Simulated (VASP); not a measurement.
Data:

```yaml
crystal:
  lattice:
    - [3.97569, 0.00000, 0.00000]
    - [0.00000, 3.97569, 0.00000]
    - [0.00000, 0.00000, 3.57213]
  atoms:
    - { symbol: Zn, position: [0.50000, 0.00000, 0.04400] }
    - { symbol: Zn, position: [0.00000, 0.50000, 0.95600] }
    - { symbol: O, position: [0.00000, 0.00000, 0.00000] }
    - { symbol: O, position: [0.50000, 0.50000, 0.00000] }
```

Method: r2SCAN meta-GGA, VASP's PBE PAW potentials (set 64) (plane waves; VASP 6.6.1). Run with 520 eV cut-off, 6×6×7 Γ-centred mesh, tetrahedra with Blöchl corrections, potentials Zn O.

Give the energies of bands 7 to 20 at the high-symmetry points, in eV from the valence-band maximum.

| band | Γ | X | M | Z | R | A |
|---|---|---|---|---|---|---|
| 7 | -6.17 | -6.27 | -6.50 | -6.18 | -6.43 | -6.75 |
| 8 | -6.12 | -6.27 | -6.50 | -6.05 | -6.43 | -6.75 |
| 9 | -6.12 | -6.02 | -6.03 | -5.89 | -5.93 | -5.86 |
| 10 | -5.68 | -6.02 | -6.03 | -5.70 | -5.93 | -5.86 |
| 11 | -5.31 | -5.91 | -5.84 | -5.29 | -5.80 | -5.77 |
| 12 | -5.31 | -5.91 | -5.84 | -5.15 | -5.80 | -5.77 |
| 13 | -5.29 | -3.50 | -4.61 | -5.15 | -3.41 | -4.29 |
| 14 | -4.81 | -3.50 | -4.61 | -4.81 | -3.41 | -4.29 |
| 15 | -3.10 | -3.40 | -1.61 | -4.80 | -3.10 | -2.23 |
| 16 | -2.73 | -3.40 | -1.61 | -2.67 | -3.10 | -2.23 |
| 17 | -2.73 | -1.98 | -0.02 | -2.67 | -2.81 | 0.00 |
| 18 | -1.68 | -1.98 | -0.02 | -2.22 | -2.81 | 0.00 |
| 19 | 0.10 | 3.96 | 5.75 | 3.31 | 4.08 | 2.88 |
| 20 | 3.19 | 3.96 | 5.75 | 4.30 | 4.08 | 2.88 |

The gap is indirect, 0.10 eV, from the valence maximum at A to the conduction minimum at Γ.

The structure was generated: ZnO was put into the litharge type (P4/nmm), which need not be its known phase. It was relaxed first, which changed the volume by +33 %.
